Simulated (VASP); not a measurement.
Given:

```
Pt3Ge
1.0
    0.00000     3.25849     3.25849
    3.25849     0.00000     3.25849
    3.25849     3.25849     0.00000
Ge Pt
1 3
Direct
  0.00000   0.00000   0.00000
  0.50000   0.50000   0.50000
  0.25000   0.25000   0.25000
  0.75000   0.75000   0.75000
```

These are PBE GGA, VASP's PBE PAW potentials (set 64) (plane waves; VASP 6.6.1) values and carry that method's errors. Numerical set-up: 300 eV cut-off, 6×6×6 Γ-centred mesh, Fermi-Dirac smearing of 0.10 eV, potentials Ge_d Pt.

At this cut-off the stress carries a Pulay error, which pulls relaxed volumes low. Unless said otherwise, spin-orbit coupling is left out, though it shifts the bands of the heavy elements here.

What does the run give for the energy per atom (σ→0), pressure, band gap (on the k-mesh) with the smallest direct gap where there is one?

The band gap (on the k-mesh) is none (metal, semimetal or under 0.01 eV) and the energy per atom (σ→0) comes out as -5.721 eV/atom. The pressure is -14.35 GPa.

The absolute energy has meaning only against runs of the same code, potentials and settings.

The structure was generated: GePt3 was put into an ordered model structure, which need not be its known phase. The cell was not relaxed at this level.
